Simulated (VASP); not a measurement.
OSZICAR of a VASP run on As (a7):

File OSZICAR:
```
       N       E                     dE             d eps       ncg     rms          rms(c)
DAV:   1     0.144065450831E+02    0.14407E+02   -0.40455E+03  3410   0.865E+02
DAV:   2    -0.193336339060E+02   -0.33740E+02   -0.32917E+02  4985   0.116E+02
DAV:   3    -0.202376419263E+02   -0.90401E+00   -0.89791E+00  3936   0.234E+01
DAV:   4    -0.202409337817E+02   -0.32919E-02   -0.32901E-02  4416   0.123E+00
DAV:   5    -0.202409369668E+02   -0.31850E-05   -0.31854E-05  3763   0.320E-02    0.472E+00
DAV:   6    -0.113421459690E+02    0.88988E+01   -0.49924E+00  3553   0.173E+01    0.221E+00
DAV:   7    -0.113227152556E+02    0.19431E-01   -0.35005E-02  3936   0.200E+00    0.141E+00
DAV:   8    -0.113395523857E+02   -0.16837E-01   -0.24411E-01  3451   0.452E+00    0.342E-01
DAV:   9    -0.113491118225E+02   -0.95594E-02   -0.21716E-02  3460   0.134E+00    0.115E-01
DAV:  10    -0.113466639565E+02    0.24479E-02   -0.11250E-02  3476   0.901E-01    0.190E-01
DAV:  11    -0.113488935824E+02   -0.22296E-02   -0.21109E-03  3494   0.531E-01    0.842E-02
DAV:  12    -0.113497319931E+02   -0.83841E-03   -0.14797E-03  3439   0.364E-01    0.245E-02
DAV:  13    -0.113497685262E+02   -0.36533E-04   -0.66023E-04  3507   0.293E-01    0.135E-02
DAV:  14    -0.113498178949E+02   -0.49369E-04   -0.18300E-04  3441   0.145E-01    0.471E-03
DAV:  15    -0.113498342914E+02   -0.16396E-04   -0.96150E-05  3414   0.122E-01    0.466E-03
DAV:  16    -0.113498382090E+02   -0.39177E-05   -0.18780E-05  3427   0.561E-02    0.737E-04
DAV:  17    -0.113498378317E+02    0.37735E-06   -0.14199E-06  3633   0.179E-02    0.985E-04
DAV:  18    -0.113498378638E+02   -0.32124E-07   -0.92258E-08  1932   0.422E-03
   1 F= -.11349838E+02 E0= -.11349863E+02  d E =-.113498E+02
       N       E                     dE             d eps       ncg     rms          rms(c)
DAV:   1    -0.113595607635E+02   -0.97229E-02   -0.65267E-01  3455   0.511E+00    0.217E-01
DAV:   2    -0.113629164250E+02   -0.33557E-02   -0.24524E-02  3703   0.141E+00    0.107E-01
DAV:   3    -0.113629541834E+02   -0.37758E-04   -0.49355E-04  4289   0.220E-01    0.586E-02
DAV:   4    -0.113629602961E+02   -0.61126E-05   -0.52744E-04  3516   0.251E-01    0.196E-02
DAV:   5    -0.113628977647E+02    0.62531E-04   -0.58281E-04  3409   0.274E-01    0.117E-02
DAV:   6    -0.113630018719E+02   -0.10411E-03   -0.18345E-04  3406   0.145E-01    0.495E-03
DAV:   7    -0.113630047489E+02   -0.28770E-05   -0.15349E-05  3683   0.455E-02    0.122E-03
DAV:   8    -0.113630022703E+02    0.24786E-05   -0.47604E-06  3518   0.244E-02    0.136E-03
DAV:   9    -0.113630047491E+02   -0.24789E-05   -0.54824E-06  3405   0.260E-02    0.871E-04
DAV:  10    -0.113630047830E+02   -0.33863E-07   -0.22638E-07  3453   0.538E-03
   2 F= -.11363005E+02 E0= -.11363046E+02  d E =-.131669E-01
       N       E                     dE             d eps       ncg     rms          rms(c)
DAV:   1    -0.113636396746E+02   -0.63493E-03   -0.16558E-01  3457   0.257E+00    0.110E-01
DAV:   2    -0.113644712304E+02   -0.83156E-03   -0.61479E-03  3737   0.706E-01    0.529E-02
DAV:   3    -0.113644745870E+02   -0.33566E-05   -0.11374E-04  4315   0.108E-01    0.285E-02
DAV:   4    -0.113644768242E+02   -0.22372E-05   -0.14348E-04  3534   0.129E-01    0.970E-03
DAV:   5    -0.113644693132E+02    0.75110E-05   -0.11819E-04  3409   0.122E-01    0.498E-03
DAV:   6    -0.113644875442E+02   -0.18231E-04   -0.38852E-05  3407   0.660E-02    0.285E-03
DAV:   7    -0.113644881898E+02   -0.64567E-06   -0.31094E-06  3638   0.198E-02    0.639E-04
DAV:   8    -0.113644877443E+02    0.44554E-06   -0.53220E-07  3602   0.790E-03    0.652E-04
DAV:   9    -0.113644882227E+02   -0.47837E-06   -0.93835E-07  3407   0.107E-02    0.308E-04
DAV:  10    -0.113644882335E+02   -0.10873E-07   -0.44842E-08  1706   0.247E-03
   3 F= -.11364488E+02 E0= -.11364510E+02  d E =-.146504E-01
       N       E                     dE             d eps       ncg     rms          rms(c)
DAV:   1    -0.113665537680E+02   -0.20655E-02   -0.67850E-02  3491   0.157E+00    0.120E-01
DAV:   2    -0.113661444785E+02    0.40929E-03   -0.21256E-03  3674   0.359E-01    0.635E-02
DAV:   3    -0.113661884851E+02   -0.44007E-04   -0.99341E-04  3926   0.323E-01    0.195E-02
DAV:   4    -0.113661991277E+02   -0.10643E-04   -0.96100E-05  3591   0.120E-01    0.754E-03
DAV:   5    -0.113662025953E+02   -0.34676E-05   -0.41160E-05  3464   0.816E-02    0.380E-03
DAV:   6    -0.113662027421E+02   -0.14679E-06   -0.70923E-06  3418   0.386E-02    0.125E-03
DAV:   7    -0.113662033089E+02   -0.56676E-06   -0.30265E-06  3441   0.227E-02    0.710E-04
DAV:   8    -0.113662030409E+02    0.26794E-06   -0.67164E-07  3470   0.104E-02    0.262E-04
DAV:   9    -0.113662030437E+02   -0.27788E-08   -0.24741E-08  1733   0.158E-03
   4 F= -.11366203E+02 E0= -.11366237E+02  d E =-.171481E-02
       N       E                     dE             d eps       ncg     rms          rms(c)
DAV:   1    -0.113665787138E+02   -0.37567E-03   -0.20188E-02  3494   0.858E-01    0.653E-02
DAV:   2    -0.113664538560E+02    0.12486E-03   -0.63658E-04  3679   0.197E-01    0.344E-02
DAV:   3    -0.113664663862E+02   -0.12530E-04   -0.29688E-04  3919   0.176E-01    0.107E-02
DAV:   4    -0.113664699015E+02   -0.35154E-05   -0.27991E-05  3607   0.645E-02    0.421E-03
DAV:   5    -0.113664709254E+02   -0.10239E-05   -0.11680E-05  3470   0.434E-02    0.206E-03
DAV:   6    -0.113664710444E+02   -0.11894E-06   -0.21265E-06  3418   0.211E-02    0.657E-04
DAV:   7    -0.113664712041E+02   -0.15969E-06   -0.88844E-07  3444   0.124E-02    0.384E-04
DAV:   8    -0.113664711369E+02    0.67129E-07   -0.21690E-07  3429   0.597E-03
   5 F= -.11366471E+02 E0= -.11366486E+02  d E =-.198290E-02
```

Problem. Which electronic solver shows in the log?

Solution. It is blocked Davidson (ALGO = Normal, or the opening steps of other solvers). The INCAR had ALGO = Normal.

Problem. Can the final energy be trusted as converged?

Solution. The calculation finished and met its thresholds. It stopped with EDIFF = 1E-7, NELM = 100, NSW = 30 and EDIFFG = -0.01 after 5 ionic steps (MS2 meta-GGA, plane waves, VASP's PBE PAW potentials (set 64)).

The compound is As in the a7 structure. This cell is one point of a volume scan, at 0.94 of the reference volume. Symmetry was kept, so distortions that lower it aren't found.
